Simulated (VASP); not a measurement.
```
CaSi2
1.0
    3.84812     0.00000     0.00000
   -1.92406     3.33257     0.00000
    0.00000     0.00000     4.71711
Ca Si
1 2
Direct
  0.00000   0.00000   0.00000
  0.66667   0.33333   0.58702
  0.33333   0.66667   0.41298
```

Calculation: LDA (Ceperley-Alder, Perdew-Zunger), VASP's LDA PAW potentials (set 64) (plane waves; VASP). Run with 400 eV cut-off, 8×8×6 Γ-centred mesh, first-order Methfessel-Paxton smearing of 0.10 eV, potentials Ca_sv Si.

What does the run give for the energy per atom (σ→0), band gap (on the k-mesh) with the smallest direct gap where there is one?

| Quantity | Result |
|---|---|
| band gap (on the k-mesh) | none (metal, semimetal or under 0.01 eV) |
| energy per atom (σ→0) | -5.153 eV/atom |

The structure comes from a computed database's CaSi2 entry (P-3m1); how it stands against other phases isn't given here. It was relaxed first, which changed the volume by -6 %. The start is the result of an earlier pass.
